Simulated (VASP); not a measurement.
An input for Quantum ESPRESSO's pw.x (written as the equivalent of a VASP run, and not itself run):

```
&CONTROL
  calculation = 'vc-relax'
  pseudo_dir = './pseudo'
  outdir = './out'
  tprnfor = .true.
  tstress = .true.
  nstep = 40
  forc_conv_thr = 0.00078
/
&SYSTEM
  ibrav = 0
  nat = 2
  ntyp = 2
  ecutwfc = 78
  occupations = 'smearing'
  smearing = 'methfessel-paxton'
  degauss = 0.00735
  input_dft = 'pbesol'
/
&ELECTRONS
  conv_thr = 7.3e-08
  electron_maxstep = 100
/
&IONS
/
&CELL
/
ATOMIC_SPECIES
  Ge 72.630 Ge.upf
  S 32.060 S.upf
CELL_PARAMETERS angstrom
    -0.0000000    2.9940940    2.9940940
     2.9940940    0.0000000    2.9940940
     2.9940940    2.9940940    0.0000000
ATOMIC_POSITIONS crystal
  Ge   0.0000000  0.0000000  0.0000000
  S    0.2500000  0.2500000  0.2500000
K_POINTS automatic
  11 11 11 0 0 0
```

Task: Write the VASP files for the same calculation (PBEsol).

Result: One answer among several that fit: 
### INCAR
```
SYSTEM = GeS
PREC = Accurate; ENCUT = 500; LREAL = .FALSE.
LASPH = .TRUE.
EDIFF = 1E-6; NELM = 100; ALGO = Normal
LMAXMIX = 4
ISMEAR = 1; SIGMA = 0.1
GGA = PS
IBRION = 2; NSW = 40; ISIF = 3
EDIFFG = -0.02
LWAVE = .FALSE.; LCHARG = .FALSE.
```

File KPOINTS:
```
Automatic mesh
0
Gamma
11 11 11
0 0 0
```

### POSCAR
```
GeS
1
   -0.0000000000     2.9940940292     2.9940940292
    2.9940940292     0.0000000000     2.9940940292
    2.9940940292     2.9940940292     0.0000000000
Ge S
1 1
Direct
  0.0000000000   0.0000000000   0.0000000000
  0.2500000000   0.2500000000   0.2500000000
```

POTCAR, in this order: Ge_d S (PBE.64 set). Program: vasp_std.

The two are equivalent in intent, not identical: the potentials are each code's own (VASP's PAW set, PseudoDojo norm-conserving files in pw.x), so ENCUT and ecutwfc are chosen apart and not converted; conv_thr bounds pw.x's estimated SCF error, while EDIFF bounds the energy change between steps; forc_conv_thr acts on force components and is met together with etot_conv_thr.

The structure was generated: GeS was put into the zinc blende type (F-43m), which need not be its known phase. It was relaxed first, which changed the volume by +53 %.
